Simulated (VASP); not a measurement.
An input for Ansatz (written as the equivalent of a VASP run, and not itself run):

Ansatz 0.2 input:
```yaml
crystal:
  lattice:
    - [0.0000000, 2.9683661, 2.9683661]
    - [2.9683661, 0.0000000, 2.9683661]
    - [2.9683661, 2.9683661, 0.0000000]
  atoms:
    - { symbol: Cd, position: [0.0000000, 0.0000000, 0.0000000] }
    - { symbol: S, position: [0.2500000, 0.2500000, 0.2500000] }
kpoints:
  mp_grid: { grid: [7, 7, 7] }
hamiltonian:
  xc: pbe
  pseudopotentials: { kind: paw }
scf:
  occupations: { method: gaussian, width: 0.05 }
  max_iter: 100
output: { forces: true, stress: true, eigenvalues: true }
```

Problem. Translate this input to VASP (INCAR, KPOINTS, POSCAR, choice of POTCAR).

Solution. This is not unique; one that fits is 
POSCAR:
```
CdS
1
    0.0000000000     2.9683661226     2.9683661226
    2.9683661226     0.0000000000     2.9683661226
    2.9683661226     2.9683661226     0.0000000000
Cd S
1 1
Direct
  0.0000000000   0.0000000000   0.0000000000
  0.2500000000   0.2500000000   0.2500000000
```

### INCAR
```
ALGO=Normal
EDIFF=1E-6
ENCUT=520
GGA=PE
ISMEAR=0
LASPH=.True.
LCHARG=.True.
LMAXMIX=4
LREAL=.False.
LWAVE=.False.
NELM=100
PREC=Accurate
SIGMA=0.05
SYSTEM=CdS
```

### KPOINTS
```
Automatic mesh
0
Gamma
7 7 7
0 0 0
```

POTCAR, in this order: Cd S (PBE.64 set). Program: vasp_std.

Limits of the translation: each code has its own PAW files, so the cut-off isn't converted (ENCUT is set for VASP's; basis.ecutwfc is left out, and Ansatz then takes the one that its files recommend); Ansatz stops its SCF on the density residual and VASP on the energy change (EDIFF).

The compound is CdS in the zinc blende structure, a metastable form; wurtzite is the usual one. It was relaxed first, which changed the volume by +6 %.
